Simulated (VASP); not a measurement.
Method: PBEsol GGA, VASP's PBE PAW potentials (set 64) (plane waves; VASP).

A VASP calculation is set up with these files.

KPOINTS:
```
Automatic mesh
0
Gamma
3 3 6
0 0 0
```

**INCAR**
```
! general
SYSTEM  = BeHg3Se4
PREC    = Accurate
ENCUT   = 400
LREAL   = .FALSE.   ! projection in real space or not
LASPH   = .TRUE.   ! aspherical one-centre terms

! electronic loop
EDIFF   = 1E-6   ! SCF stop (eV)
NELM    = 100   ! most electronic steps
ALGO    = Normal   ! blocked Davidson
LMAXMIX = 6

! smearing
ISMEAR  = 0
SIGMA   = 0.05   ! width (eV)

! functional
GGA     = PS

! ions
IBRION  = 2   ! conjugate gradients
NSW     = 60
ISIF    = 3   ! ions, shape and volume
EDIFFG  = -0.02

! output
LWAVE   = .FALSE.
LCHARG  = .FALSE.
```

### POSCAR
```
BeHg3Se4
1
   -0.0067451080     5.8784786751     5.9275768432
    5.8784786751    -0.0067451080     5.9275768432
    2.9358667836     2.9358667836    -0.0000000000
Hg Se Be
3 4 1
Direct
  0.9941543319   0.9941543319   0.0116913361
  0.9916053362   0.5092289021   0.9991657617
  0.5092289021   0.9916053362   0.9991657617
  0.1256617824   0.1256617824   0.2486764352
  0.1673931770   0.6109363134   0.2216705096
  0.6109363134   0.1673931770   0.2216705096
  0.6015849974   0.6015849974   0.2968300053
  0.4994351596   0.4994351596   0.0011296807
```

POTCAR, in this order: Hg Se Be (PBE.64 set). Program: vasp_std.

Output of the run:

**OSZICAR**
```
       N       E                     dE             d eps       ncg     rms          rms(c)
DAV:   1     0.371876559374E+03    0.37188E+03   -0.24537E+04  1184   0.121E+03
DAV:   2     0.659065909030E+00   -0.37122E+03   -0.36033E+03  1344   0.304E+02
DAV:   3    -0.241814035149E+02   -0.24840E+02   -0.24573E+02  1432   0.766E+01
DAV:   4    -0.245508594373E+02   -0.36946E+00   -0.36847E+00  1354   0.922E+00
DAV:   5    -0.245568899252E+02   -0.60305E-02   -0.60296E-02  1425   0.107E+00    0.145E+01
DAV:   6    -0.232338080206E+02    0.13231E+01   -0.31464E+00  1468   0.180E+01    0.113E+01
DAV:   7    -0.232384438554E+02   -0.46358E-02   -0.16684E+00  1339   0.599E+00    0.495E+00
DAV:   8    -0.232194962895E+02    0.18948E-01   -0.32098E-01  1402   0.500E+00    0.990E-01
DAV:   9    -0.232143437831E+02    0.51525E-02   -0.43875E-02  1372   0.211E+00    0.207E-01
DAV:  10    -0.232144709338E+02   -0.12715E-03   -0.26198E-03  1294   0.247E-01    0.119E-01
DAV:  11    -0.232144088145E+02    0.62119E-04   -0.26399E-04  1388   0.120E-01    0.688E-02
DAV:  12    -0.232144248460E+02   -0.16031E-04   -0.28109E-04  1371   0.134E-01    0.244E-02
DAV:  13    -0.232144246048E+02    0.24119E-06   -0.43429E-05  1284   0.567E-02    0.907E-03
DAV:  14    -0.232144250866E+02   -0.48178E-06   -0.52067E-06  1156   0.924E-03
   1 F= -.23214425E+02 E0= -.23214410E+02  d E =-.232144E+02
       N       E                     dE             d eps       ncg     rms          rms(c)
DAV:   1    -0.232156043769E+02   -0.11798E-02   -0.96790E-02  1209   0.153E+00    0.149E-01
DAV:   2    -0.232150601195E+02    0.54426E-03   -0.12607E-03  1392   0.237E-01    0.734E-02
DAV:   3    -0.232148399759E+02    0.22014E-03   -0.44855E-04  1311   0.116E-01    0.294E-02
DAV:   4    -0.232148318405E+02    0.81355E-05   -0.63565E-05  1327   0.462E-02    0.147E-02
DAV:   5    -0.232148311128E+02    0.72766E-06   -0.43579E-06  1246   0.111E-02
   2 F= -.23214831E+02 E0= -.23214816E+02  d E =-.406026E-03
       N       E                     dE             d eps       ncg     rms          rms(c)
DAV:   1    -0.232165001269E+02   -0.16683E-02   -0.18280E-01  1189   0.211E+00    0.205E-01
DAV:   2    -0.232154683440E+02    0.10318E-02   -0.23895E-03  1392   0.326E-01    0.100E-01
DAV:   3    -0.232150524698E+02    0.41587E-03   -0.84859E-04  1311   0.159E-01    0.406E-02
DAV:   4    -0.232150364499E+02    0.16020E-04   -0.12037E-04  1322   0.636E-02    0.204E-02
DAV:   5    -0.232150350428E+02    0.14071E-05   -0.85240E-06  1403   0.155E-02    0.984E-03
DAV:   6    -0.232150352774E+02   -0.23461E-06   -0.11111E-06   697   0.667E-03
   3 F= -.23215035E+02 E0= -.23215020E+02  d E =-.610191E-03
       N       E                     dE             d eps       ncg     rms          rms(c)
DAV:   1    -0.232156047385E+02   -0.56970E-03   -0.17897E-01  1184   0.200E+00    0.135E-01
DAV:   2    -0.232154227877E+02    0.18195E-03   -0.16723E-03  1393   0.265E-01    0.664E-02
DAV:   3    -0.232153446480E+02    0.78140E-04   -0.12095E-04  1361   0.669E-02    0.407E-02
DAV:   4    -0.232153232801E+02    0.21368E-04   -0.25179E-05  1302   0.321E-02    0.967E-03
DAV:   5    -0.232153225129E+02    0.76720E-06   -0.38964E-06  1124   0.139E-02
   4 F= -.23215323E+02 E0= -.23215307E+02  d E =-.287236E-03
       N       E                     dE             d eps       ncg     rms          rms(c)
DAV:   1    -0.232155261181E+02   -0.20284E-03   -0.88544E-02  1184   0.140E+00    0.945E-02
DAV:   2    -0.232154376116E+02    0.88506E-04   -0.82677E-04  1393   0.186E-01    0.463E-02
DAV:   3    -0.232153989907E+02    0.38621E-04   -0.59528E-05  1361   0.469E-02    0.284E-02
DAV:   4    -0.232153882840E+02    0.10707E-04   -0.12424E-05  1307   0.225E-02    0.687E-03
DAV:   5    -0.232153878405E+02    0.44344E-06   -0.18132E-06   668   0.969E-03
   5 F= -.23215388E+02 E0= -.23215372E+02  d E =-.352563E-03
```

File OUTCAR:
```
------------------------ aborting loop because EDIFF is reached ----------------------------------------
  FORCE on cell =-STRESS in cart. coord.  units (eV):
  Direction    XX          YY          ZZ          XY          YZ          ZX
  --------------------------------------------------------------------------------------
  Total       -0.0491391     -0.0491391     -0.0119651     -0.0114367      0.0000000      0.0000000
  in kB       -0.3842035     -0.3842035     -0.0935511     -0.0894200      0.0000000      0.0000000
  external PRESSURE =      -0.2873194 kB  Pullay stress =       0.0000000 kB
  volume of cell :      204.92
      direct lattice vectors                 reciprocal lattice vectors
    -0.022080409  5.871207375  5.944668922    -0.084842285  0.084842285  0.084108973
     5.871207375 -0.022080409  5.944668922     0.084842285 -0.084842285  0.084108973
     2.924563483  2.924563483 -0.000000000     0.170965685  0.170965685 -0.168217947
 POSITION                                       TOTAL-FORCE (eV/Angst)
 -----------------------------------------------------------------------------------
      5.84913      5.84913     11.82226         0.000000      0.000000     -0.017595
      2.96384      5.80985      8.91363         0.005692     -0.005692      0.005970
      5.80985      2.96384      8.91363        -0.005692      0.005692      0.005970
      1.46228      1.46228      1.50057         0.000000      0.000000     -0.005089
      4.23184      1.61729      4.62852         0.006795     -0.006795      0.008596
      1.61729      4.23184      4.62852        -0.006795      0.006795      0.008596
      4.38685      4.38685      7.15612         0.000000      0.000000     -0.000452
      2.92456      2.92456      5.93878         0.000000      0.000000     -0.005996
 -----------------------------------------------------------------------------------
    total drift:                                0.000004      0.000004      0.000236
  FREE ENERGIE OF THE ION-ELECTRON SYSTEM (eV)
  ---------------------------------------------------
  free  energy   TOTEN  =       -23.2153878405 eV

  energy  without entropy=      -23.2153553021  energy(sigma->0) =      -23.21537157

 reached required accuracy - stopping structural energy minimisation
```
(Selected blocks of OUTCAR.)

### CONTCAR
```
BeHg3Se4
   1.00000000000000
    -0.0220804087332884    5.8712073752487610    5.9446689223215108
     5.8712073752487610   -0.0220804087332884    5.9446689223215108
     2.9245634833076872    2.9245634833076872   -0.0000000000001424
  Hg              Se              Be
     3     4     1
Direct
     0.9943585516694566    0.9943585516694566    0.0112828965610850
     0.9911781074355328    0.5082536715659089    0.0005682209985581
     0.5082536715659089    0.9911781074355328    0.0005682209985581
     0.1262114298476943    0.1262114298476943    0.2475771403046113
     0.1674752082234852    0.6111249792817265    0.2213998124947954
     0.6111249792817265    0.1674752082234852    0.2213998124947954
     0.6018935125861972    0.6018935125861972    0.2962129749276147
     0.4995045393900056    0.4995045393900056    0.0009909211199799
```

The structure was generated: BeHg3Se4 was put into an ordered model structure (Amm2), which need not be its known phase. This run relaxes it. Symmetry was kept, so distortions that lower it aren't found. The start is the result of an earlier pass.
